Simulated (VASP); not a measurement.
Given:

```yaml
crystal:
  lattice:
    - [2.85600, 0.00000, 0.00000]
    - [0.00000, 2.85600, 0.00000]
    - [0.00000, 0.00000, 3.74340]
  atoms:
    - { symbol: Cu, position: [0.00000, 0.00000, 0.00000] }
    - { symbol: Au, position: [0.50000, 0.50000, 0.50000] }
```

Level of theory: PBE GGA + U (Dudarev), VASP's PBE PAW potentials (set 64) (plane waves; VASP 6.6.1). Numerical set-up: 400 eV cut-off, 11×11×9 Γ-centred mesh, first-order Methfessel-Paxton smearing of 0.10 eV, potentials Cu Au, U − J: Cu 1.00 eV.

Problem. Give the stress tensor in GPa (positive for a compressed cell).

Solution. 
```
-2.80   0.00   0.00
 0.00  -2.80   0.00
 0.00   0.00  -2.79
```
The pressure is its mean diagonal, -2.80 GPa.

The compound is CuAu in the L1_0 structure. The cell was not relaxed at this level. The run is one of a series of settings (LDAU = .TRUE., LDAUJ = 0 0, LDAUL = 2 -1, LDAUTYPE = 2, LDAUU = 1.0 0 against the base run), some of them coarse on purpose.
